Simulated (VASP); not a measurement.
Write the native input for VASP 6.6.1 that does the following.

| Quantity | Value |
| --- | --- |
| Task | relaxation of cell and atoms |
| Functional | r2SCAN |
| Potentials or basis | VASP PAW PBE potentials, release 64 (Mg, O) |
| Cutoff | 600 eV |
| k mesh | 10 × 10 × 10 |
| Occupations | gaussian, width 0.02 eV |
| Spin | no spin polarisation |
| Further INCAR settings | ALGO = Normal; EDIFF = 1e-07; IBRION = 2; EDIFFG = -0.005; NSW = 90; ISIF = 3 |

The structure of MgO lies in POSCAR:

```
MgO
1.0
    0.0000000000      2.1245000000      2.1245000000
    2.1245000000      0.0000000000      2.1245000000
    2.1245000000      2.1245000000      0.0000000000
Mg O
1 1
Direct
    0.0000000000      0.0000000000      0.0000000000
    0.5000000000      0.5000000000      0.5000000000
```

The input as run:

INCAR

```
PREC = Accurate
ENCUT = 600
EDIFF = 1E-7
ISMEAR = 0
SIGMA = 0.02
LREAL = False
LASPH = True
NELM = 60
ALGO = Normal
ISIF = 3
LWAVE = False
LCHARG = False
METAGGA = R2SCAN
LMIXTAU = True
IBRION = 2
NSW = 90
EDIFFG = -0.005
```

KPOINTS

```
Automatic mesh
0
Gamma
  10 10 10
```

Potentials or basis: VASP PAW PBE potentials, release 64 (Mg, O).

The run is started by

```sh
$ cat potpaw_PBE.64/Mg/POTCAR potpaw_PBE.64/O/POTCAR > POTCAR
$ mpirun -np 1 vasp_std > vasp.out
```

It gave:

| Item | Value |
| --- | --- |
| Relaxed volume | 9.21 Å³/atom |
| Relaxed cell | a = 2.965 Å, b = 2.965 Å, c = 2.965 Å, α = 60.00°, β = 60.00°, γ = 60.00° |
| Space group after relaxing (to 0.05 Å) | Fm-3m (No. 225) |
| Energy gained by relaxing | 7.6 meV/atom |
| Ionic steps | 3 |
| Pressure after relaxing | 0.0 GPa |
| Band gap on the k mesh | 5.75 eV, direct |

Caveat: the PAW data sets were made with another functional, which shifts forces and pressure a little.

It took 37 s on 1 thread of Intel(R) Xeon(R) 6975P-C (Granite Rapids), with other jobs on the host, peak memory 0.15 GiB.
